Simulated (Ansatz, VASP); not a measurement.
# Cross-check of Li (Lithium) between VASP and Ansatz

One calculation is typed for both programs; each brings its own data sets. How far apart do they land? The two relaxations start from unlike cells of this crystal (the structure described is Ansatz's start), so only their ends are compared.

Main program and level: Ansatz 0.2.0; plane waves, with VASP 6.6.1 beside it; PBEsol with D3(BJ) and BLYP with D3(BJ).

## 1. Starting point

It takes space group Im-3m (No. 229, cubic). The conventional cell has a = 3.509 Å, b = 3.509 Å, c = 3.509 Å, α = 90.00°, β = 90.00°, γ = 90.00°. Nearest to Li lie 8 Li at 3.04 Å.

## 2. Ansatz: relaxation of cell and atoms, PBEsol with D3(BJ)

Ansatz runs on its default PAW (the set named soft_2) files.

The relaxed volume is the usual yardstick between codes: in a stiff, nearly cubic crystal its relative difference is about their pressure difference at one cell divided by the bulk modulus.

input.yaml

```yaml
crystal:
  lattice:
    - [-1.75465, 1.75465, 1.75465]
    - [1.75465, -1.75465, 1.75465]
    - [1.75465, 1.75465, -1.75465]
  atoms:
    - { symbol: Li, position: [0.0, 0.0, 0.0] }
kpoints:
  mp_grid: { grid: [14, 14, 14] }
hamiltonian:
  xc: pbesol
  dispersion: d3bj
scf:
  occupations: { method: gaussian, width: 0.1 }
output:
  forces: true
  stress: true
  eigenvalues: true
  write_density: true
  write_potential: true
  elf: true
  volumetric_format: npy
relax:
  adjacent_minimum: "off"
  f_tol: 0.005
  max_steps: 60
  cell: { stress_tol: 0.03 }
```

Started as:

```
$ ansatz run input.yaml --threads 2 --pin off --max-ram 5120MiB --backend cpu --events-out ev --progress --plain --runs-dir out
```

Numbers of over 12 decimals in the logs are rounded to 6 here.

What it wrote:

```text
Engine: ansatz 0.2.0, x86_64-unknown-linux-gnu
Pseudopotentials: kind: paw
Pseudopotential: Li, paw, valence charge 3, recommended cutoff 420 eV (normal), Li.paw.azcp
Functional definition: PBEsol
  exchange = pbesol_x
  correlation = pbesol_c
Crystal: 1 atoms, lattice volume = 21.609 Å³
Basis set: ecut = 420 eV, 429 PW (Γ), exchange–correlation on 48×48×48 points (8 copies of the dense FFT grid, shifted against one another)
Bands: 6, of which v1, the nominal top of the filled ones, is band 2 counted from 1 (1 counted from 0)
Symmetry: 48 space group operations
Space group: Im-3m (ITA 229), of the structure as read, at distance tolerance 2.8e-5 Å
k-points: 104 of 2744
Non-local potential: Li, projectors of the file, l = 0: 3, l = 1: 2, l = 2: 1
PAW form: soft (Blöchl's): semilocal exchange-correlation on the pseudo side does not see the compensation charge
PAW one-centre angular grid: Li, 110 points (default); XC on 64 Gauss nodes
Initial density: superposition of atomic densities (neutral atoms: chi_scale 0, normalization atom), corrected by the library's trained network
Initial wavefunctions: pseudopotential atomic-orbital guess
Functional: x = pbesol(κ = 0.804, μ = 0.123457), c = pbesol(β = 0.046)
SCF iter   1: F=—  HF=-203.134061 eV  |F-HF|=—  |Δ(HF+E_count)|=         —  Δρ=1.39e-3  dr2=1.26e-4  ethr=1.77e-3  ⟨swp⟩=4.1  Hψ=4850  notcnv=0
preconditioner: auto → none  [metal: Δε(μ)=0.028 eV  Ē_g=10.257 eV  σ=0.100 eV  W_gap=0.15  n_scr=0 (ndim 8)  ℏωp=8.0 eV  f_vac=0.000  D(μ)=0.69/eV (n_scr^D=0)]
SCF iter   2: F=—  HF=-203.133575 eV  |F-HF|=—  |Δ(HF+E_count)|=   4.85e-4  Δρ=5.38e-4  dr2=1.80e-5  ethr=4.20e-6  ⟨swp⟩=2.2  Hψ=1587  notcnv=0
SCF iter   3: F=—  HF=-203.133492 eV  |F-HF|=—  |Δ(HF+E_count)|=   8.32e-5  Δρ=1.99e-5  dr2=4.86e-8  ethr=6.01e-7  ⟨swp⟩=2.0  Hψ=740  notcnv=0  defer=2
iter 4 did not close the SCF: its close was put off for the readings that it lacked (scf_convergence_deferred on its scf_iter line)
SCF iter   4: F=-203.133493 eV  HF=-203.133493 eV  |F-HF|=6.76e-10  |Δ(HF+E_count)|=   4.15e-7  Δρ=1.65e-6  dr2=3.29e-10  ethr=1.62e-9  ⟨swp⟩=2.1  Hψ=718  notcnv=0  defer=2
iter 5 did not close the SCF: its close was put off for the readings that it lacked (scf_convergence_deferred on its scf_iter line)
SCF iter   5: F=-203.133493 eV  HF=-203.133493 eV  |F-HF|=2.73e-12  |Δ(HF+E_count)|=  7.38e-10  Δρ=9.86e-8  dr2=1.17e-12  ethr=1.10e-11  ⟨swp⟩=2.3  Hψ=739  notcnv=0  defer=2
SCF iter   6: F=-203.133493 eV  HF=-203.133493 eV  |F-HF|=2.84e-14  |Δ(HF+E_count)|=  2.81e-12  Δρ=3.18e-9  dr2=1.19e-15  ethr=1.00e-12  ⟨swp⟩=3.3  Hψ=2169  notcnv=0
SCF 1 converged in 6 iterations: F = -203.133493 eV  dr2 = 1.19e-15
  greatest PAW one-centre occupation: 0.999 electrons in one spin orbital (limit 2), on the Li atom at site 0 (counted from 0), in its partial waves of l = 0
relax step   1: F+E_penalty+E_count = -203.13349252 eV  Δ(F+E_penalty+E_count) = +0.000e0 eV  max|allowed force component| = 0.000e0 eV/Å  Δτ_max = 0.0000 Å  P = -1.874 GPa  Ω = 21.609 Å³  (6 SCF iters, accepted)
[...]
relax step   2: F+E_penalty+E_count = -203.14671696 eV  Δ(F+E_penalty+E_count) = -1.322e-2 eV  max|allowed force component| = 0.000e0 eV/Å  Δτ_max = 0.0000 Å  P = -1.234 GPa  Ω = 20.262 Å³  energy of the carried Pulay correction = +2.750e-5 eV  (3 SCF iters, dr2 threshold 1.00e-7 eV, accepted)
[...]
relax step   3: F+E_penalty+E_count = -203.15379147 eV  Δ(F+E_penalty+E_count) = -7.075e-3 eV  max|allowed force component| = 0.000e0 eV/Å  Δτ_max = 0.0000 Å  P = +0.328 GPa  Ω = 18.094 Å³  energy of the carried Pulay correction = +7.884e-5 eV  (4 SCF iters, dr2 threshold 1.00e-7 eV, accepted)
[...]
relax step   4: F+E_penalty+E_count = -203.15415655 eV  Δ(F+E_penalty+E_count) = -3.651e-4 eV  max|allowed force component| = 0.000e0 eV/Å  Δτ_max = 0.0000 Å  P = +0.016 GPa  Ω = 18.447 Å³  energy of the carried Pulay correction = +6.979e-5 eV  (3 SCF iters, dr2 threshold 1.00e-7 eV, accepted)
[...]
relax step   5: F+E_penalty+E_count = -203.15406101 eV  Δ(F+E_penalty+E_count) = +9.554e-5 eV  max|allowed force component| = 0.000e0 eV/Å  Δτ_max = 0.0000 Å  P = +0.018 GPa  Ω = 18.447 Å³  stress off target by 1.81e-2 GPa  SCF on the basis re-selected at this cell (its energy is not comparable with the rows above)  (4 SCF iters)
basis re-selected at this cell: Δ(F+E_penalty+E_count) = +9.554e-5 eV, ΔP = +0.002 GPa vs the last step (what re-selecting the basis moved, of the pressure what is left beyond the Pulay correction that the steps carried, after the strain that the cell walked since its last selection, with what the two solves' SCF thresholds leave and, on support functions, any second-order correction that the steps lacked; it is no measure of the basis error at this ecutwfc). The dense FFT grid was sized anew with the basis: this SCF ran on 20×20×20 points, the steps before it on 24×24×24, so part of this shift can come from that change (see relax.cell in the input reference). [rest of the remark cut]
SCF converged after 4 iterations
Free energy (F): -203.154061 eV
Harris-Foulkes:  -203.154061 eV  (|F-HF|=2.56e-13)
Internal energy: -203.150650 eV  (E = F + TS)
E sigma→0 (E₀):  -203.152355 eV
Entropy (-TS):   -0.003411 eV (-3.411 meV/atom)
Fermi energy:    1.325536 eV
--- Per-component energies (eV) ---
  E_band       = -88.930488
  E_kinetic    = 21.508890
  E_local      = -129.052317  (includes V_loc(G=0)·N_el)
  E_nonlocal   = -33.152523
  E_hartree    = 38.189361
  E_xc         = -10.046344
  E_vxc        = -13.012987  (∫ρ·V_xc dr)
  E_paw        = -19.597206  (= ΣΔE_a)
  E_vpaw       = -11.600294  (= ΣTr[D̂ρ^β])
  E_aug_tail   = 0.000020  (compensation charges beyond the density's cutoff)
  E_ewald      = -70.836141
  E_disp       = -0.164391  (pairwise vdW)
  E_smearing   = -0.003411  (= −TS)
  E_closure    = -0.000000  (closes the sum)
  Σ components = -203.154061   (vs F -203.154061, Δ=0.00e0)
--- Forces (eV/Å), atoms counted from 1 ---
  atom   1  Li     0.00000000    -0.00000000     0.00000000
  max |Σ_I F_I| component: 1.64e-32 eV/Å
--- Stress (GPa, compression-positive) ---
        0.018118       0.000000      -0.000000
        0.000000       0.018118      -0.000000
        0.000000       0.000000       0.018118
  P = ⅓ Tr σ = 0.0181 GPa (0.181 kbar)
--- Band table (eV; the first three rows and the last of 104) ---
  k-point 0: bands = ["-44.4465", "-2.3501", "17.0232", "17.0232", "17.0232", "21.8762"]
  k-point 1: bands = ["-44.4451", "-2.2506", "16.2941", "16.4917", "16.8323", "20.4564"]
  k-point 2: bands = ["-44.4410", "-1.9515", "14.2786", "15.4507", "16.3074", "19.1878"]
  k-point 103: bands = ["-44.3976", "7.2109", "7.2109", "7.2109", "9.5309", "9.5309"]
--- Relaxed structure (4 steps of the walk, 4 accepted, 1 SCFs on fresh bases) ---
  F+E_penalty+E_count = -203.15406101 eV   max|allowed force component| = 0.000e0 eV/Å   (the final SCF, on the basis selected at the relaxed cell)
  cell:  # Å, volume = 18.4471 Å³
    - [-1.664521, 1.664521, 1.664521]
    - [1.664521, -1.664521, 1.664521]
    - [1.664521, 1.664521, -1.664521]
  atoms:
    - { symbol: Li, position: [0.0, 0.0, 0.0] }
```

The column dr2 measures how far the density is from self-consistency, as an energy; F and HF (Harris–Foulkes) agree once it is small.

## 3. VASP: relaxation of cell and atoms, PBEsol with D3(BJ)

Its own start cell and the same functional, mesh and smearing now go to VASP, with its own data sets.

Lines of VASP's logs that name or quote its potential files are left out, and so is its time.

INCAR

```
SYSTEM = Li
PREC = Accurate
ENCUT = 750
EDIFF = 1E-07
NELM = 120
ISMEAR = 0
SIGMA = 0.1
LREAL = .FALSE.
ALGO = Normal
GGA = PS
IVDW = 12
NBANDS = 7
LORBIT = 11
LWAVE = .FALSE.
LCHARG = .FALSE.
ISIF = 3
IBRION = 2
NSW = 80
EDIFFG = -0.005
LASPH = .TRUE.
GGA_COMPAT = .FALSE.
NELMIN = 4
```

POSCAR

```
Li
1.0
   -1.6637424006      1.6637424006      1.6637424006
    1.6637424006     -1.6637424006      1.6637424006
    1.6637424006      1.6637424006     -1.6637424006
Li
1
Direct
    0.0000000000      0.0000000000      0.0000000000
```

KPOINTS

```
Automatic mesh
0
Gamma
14 14 14
0 0 0
```

PAW data sets: Li_sv (PBE family, release 64).

Started as:

```
$ mpirun -np 1 vasp_std
```

What it wrote:

```text
[banner, memory and clock lines left out]
running    1 mpi-ranks, on    1 nodes
 distrk:  each k-point on    1 cores,    1 groups
 distr:  one band on    1 cores,    1 groups

 POSCAR found type information on POSCAR Li
 POSCAR found :  1 types and       1 ions
|                                                                             |
|               ----> ADVICE to this user running VASP <----                  |
|                                                                             |
|     You enforced a specific xc type in the INCAR file but a different       |
|     [... a line on the potential file left out ...]
|     I HOPE YOU KNOW WHAT YOU ARE DOING!                                     |
|                                                                             |

 LDA part: xc-table for (Slater+PW92), standard interpolation
 POSCAR, INCAR and KPOINTS ok, starting setup
 FFT: planning ... GRIDC
 FFT: planning ... GRID_SOFT
 FFT: planning ... GRID
 WAVECAR not read
 entering main loop
       N       E                     dE             d eps       ncg     rms          rms(c)
DAV:   1     0.370254514013E+00    0.37025E+00   -0.86716E+02  1456   0.378E+02
DAV:   2    -0.190055270421E+01   -0.22708E+01   -0.21948E+01  2121   0.437E+01
DAV:   3    -0.195913013743E+01   -0.58577E-01   -0.57946E-01  1687   0.536E+00
DAV:   4    -0.196005559773E+01   -0.92546E-03   -0.92545E-03  2009   0.581E-01
DAV:   5    -0.196005904582E+01   -0.34481E-05   -0.34480E-05  1722   0.316E-02    0.289E-01
DAV:   6    -0.195893736559E+01    0.11217E-02   -0.75971E-04  2009   0.145E-01    0.159E-01
DAV:   7    -0.195847643787E+01    0.46093E-03   -0.17485E-03  1813   0.217E-01    0.338E-02
DAV:   8    -0.195849559235E+01   -0.19154E-04   -0.13633E-04  1694   0.904E-02    0.179E-03
DAV:   9    -0.195849489903E+01    0.69332E-06   -0.19647E-06  2093   0.129E-02    0.654E-04
DAV:  10    -0.195849428812E+01    0.61091E-06   -0.46902E-08  1659   0.177E-03    0.623E-05
DAV:  11    -0.195849423030E+01    0.57825E-07   -0.55774E-09   861   0.773E-04
   1 F= -.21230816E+01 E0= -.21213752E+01  d E =-.212308E+01
 curvature:   0.00 expect dE= 0.000E+00 dE for cont linesearch  0.000E+00
 trial: gam= 0.00000 g(F)=  0.235E-63 g(S)=  0.197E-04 ort = 0.000E+00 (trialstep = 0.100E+01)
 search vector abs. value=  0.197E-04
 bond charge predicted
       N       E                     dE             d eps       ncg     rms          rms(c)
DAV:   1    -0.195822778774E+01    0.26650E-03   -0.24038E-04  1680   0.112E-01    0.324E-02
DAV:   2    -0.195822284481E+01    0.49429E-05   -0.70148E-06  1722   0.319E-02    0.191E-02
DAV:   3    -0.195822026507E+01    0.25797E-05   -0.61641E-06  2478   0.130E-02    0.181E-03
DAV:   4    -0.195821999263E+01    0.27245E-06   -0.80690E-08  1183   0.308E-03    0.287E-04
DAV:   5    -0.195822014965E+01   -0.15702E-06   -0.26749E-08   756   0.133E-03    0.179E-04
DAV:   6    -0.195822011478E+01    0.34862E-07   -0.56687E-09   749   0.747E-04
   2 F= -.21230983E+01 E0= -.21213919E+01  d E =-.166985E-04
 trial-energy change:   -0.000017  1 .order   -0.000017   -0.000020   -0.000014
 step:   3.5403(harm=  3.5403)  dis= 0.00000  next Energy=    -2.123116 (dE=-0.349E-04)
 bond charge predicted
       N       E                     dE             d eps       ncg     rms          rms(c)
DAV:   1    -0.195754576294E+01    0.67439E-03   -0.15609E-03  1687   0.285E-01    0.825E-02
DAV:   2    -0.195751403769E+01    0.31725E-04   -0.45707E-05  1736   0.814E-02    0.485E-02
DAV:   3    -0.195749733698E+01    0.16701E-04   -0.39335E-05  2485   0.331E-02    0.450E-03
DAV:   4    -0.195749660464E+01    0.73234E-06   -0.56585E-07  1575   0.788E-03    0.708E-04
DAV:   5    -0.195749701200E+01   -0.40736E-06   -0.16403E-07  1540   0.334E-03    0.328E-04
DAV:   6    -0.195749690932E+01    0.10268E-06   -0.82205E-09   756   0.896E-04    0.104E-04
DAV:   7    -0.195749688890E+01    0.20418E-07   -0.10007E-09   742   0.360E-04
   3 F= -.21231168E+01 E0= -.21214103E+01  d E =-.351816E-04
 curvature:  -1.77 expect dE=-0.349E-07 dE for cont linesearch -0.349E-07
 trial: gam=-0.03063 g(F)=  0.293E-63 g(S)=  0.197E-07 ort = 0.623E-06 (trialstep = 0.151E+01)
 search vector abs. value=  0.120E-09
 reached required accuracy - stopping structural energy minimisation
```

OUTCAR, selected parts (step 3):

```text
ion  position               nearest neighbor table
   1  0.000  0.000  0.000-

  LATTYP: Found a body centered cubic cell.
 ALAT       =     3.3274848012

 Subroutine GETGRP returns: Found 48 space group operations
 (whereof 48 operations were pure point group operations)

The static configuration has the point symmetry O_h .

 Found    104 irreducible k-points:

   k-points           NKPTS =    104   k-points in BZ     NKDIM =    104   number of bands    NBANDS=      7

   dimension x,y,z NGX =    28 NGY =   28 NGZ =   28
   dimension x,y,z NGXF=    56 NGYF=   56 NGZF=   56

   ENCUT  =  750.0 eV  55.12 Ry    7.42 a.u.   6.43  6.43  6.43*2*pi/ulx,y,z

   NELECT =       3.0000    total number of electrons

 k-points in reciprocal lattice and weights: Automatic mesh
   0.00000000  0.00000000  0.00000000       0.000
   0.07142857  0.00000000  0.00000000       0.004
   0.14285714  0.00000000  0.00000000       0.004
   0.21428571  0.00000000  0.00000000       0.004
   0.28571429  0.00000000  0.00000000       0.004
   0.35714286  0.00000000  0.00000000       0.004
   0.42857143  0.00000000  0.00000000       0.004
   0.50000000  0.00000000  0.00000000       0.002
   0.07142857  0.07142857  0.00000000       0.009
[...]
0.50000000  0.50000000  0.42857143       0.004
   0.50000000  0.50000000  0.50000000       0.000

 Edisp (eV)   -0.16488

 average (electrostatic) potential at core
       1 -64.1489

 E-fermi :   0.9113

 k-point     1 :       0.0000    0.0000    0.0000
  band No.  band energies     occupation
      1     -44.8140      2.00000
      2      -2.7760      2.00000
      3      16.6326      0.00000
      4      16.6326      0.00000
      5      16.6326      0.00000
      6      21.5902      0.00000
      7      21.5902      0.00000

 k-point     2 :       0.0714    0.0000    0.0000
  band No.  band energies     occupation
      1     -44.8125      2.00000
      2      -2.6761      2.00000
      3      15.9141      0.00000
      4      16.1072      0.00000
      5      16.4444      0.00000
      6      20.1359      0.00000
      7      20.3484      0.00000

 k-point     3 :       0.1429    0.0000    0.0000
  band No.  band energies     occupation
      1     -44.8083      2.00000
      2      -2.3757      2.00000
      3      13.9106      0.00000
      4      15.0714      0.00000
      5      15.9252      0.00000
      6      18.8743      0.00000
      7      19.1309      0.00000

 Edisp (eV)   -0.16562

  Total      -0.00037    -0.00037    -0.00037     0.00000     0.00000    -0.00000
  in kB      -0.03228    -0.03228    -0.03228     0.00000     0.00000    -0.00000
  external pressure =       -0.03 kB  Pullay stress =        0.00 kB

  energy-cutoff  :      750.00
  volume of cell :       18.31
      direct lattice vectors                 reciprocal lattice vectors
    -1.660427228  1.660427228  1.660427228     0.000000000  0.301127319  0.301127319
     1.660427228 -1.660427228  1.660427228     0.301127319  0.000000000  0.301127319
     1.660427228  1.660427228 -1.660427228     0.301127319  0.301127319  0.000000000

 POSITION                                       TOTAL-FORCE (eV/Angst)
 -----------------------------------------------------------------------------------
      0.00000      0.00000     -0.00000         0.000000      0.000000      0.000000
 -----------------------------------------------------------------------------------
    total drift:                               -0.000000     -0.000000     -0.000000

  FREE ENERGIE OF THE ION-ELECTRON SYSTEM (eV)
  ---------------------------------------------------
  free  energy   TOTEN  =        -2.1231167584 eV

  energy  without entropy=       -2.1197038349  energy(sigma->0) =       -2.12141030

 reached required accuracy - stopping structural energy minimisation

 total charge
# of ion       s       p       d       tot
------------------------------------------
    1        2.037   0.051   0.000   2.089

[... 3 further parts left out ...]
```

CONTCAR:

```
Li
   1.00000000000000
    -1.6604272276679142    1.6604272276679142    1.6604272276679142
     1.6604272276679142   -1.6604272276679142    1.6604272276679142
     1.6604272276679142    1.6604272276679142   -1.6604272276679142
  Li
     1
Direct
     0.0000000000000000    0.0000000000000000    0.0000000000000000
```

Dispersion corrections of this kind ignore metallic screening and tend to overbind metals.

## 4. Differences

Known differences besides the potentials themselves: the cutoff is 420 eV in Ansatz and 750 eV in VASP; Ansatz adds a Pulay correction to the stress that steers its cell, VASP none. Total energies have different zeros and are not compared.

Compared:

```tsv
quantity	Ansatz	VASP	difference
volume (Å³)	18.45	18.31	+0.74 %
edge a after relaxation, in the typed setting (Å)	2.883	2.876	+0.25 %
```

[end of part 1 of 2]

[Lines on the potential files, build, host, timing and source positions are cut from VASP's logs without a mark.]

[Logs are printed without paths, hosts, clocks, repeated set-up lines and the standing remarks that a program may print on its own settings, such as how far it seeks lower states.]

[Hosts, paths, dates, database ids (printed as entryN), source tags and the programs' standing remarks are cut or masked in the printed files.]
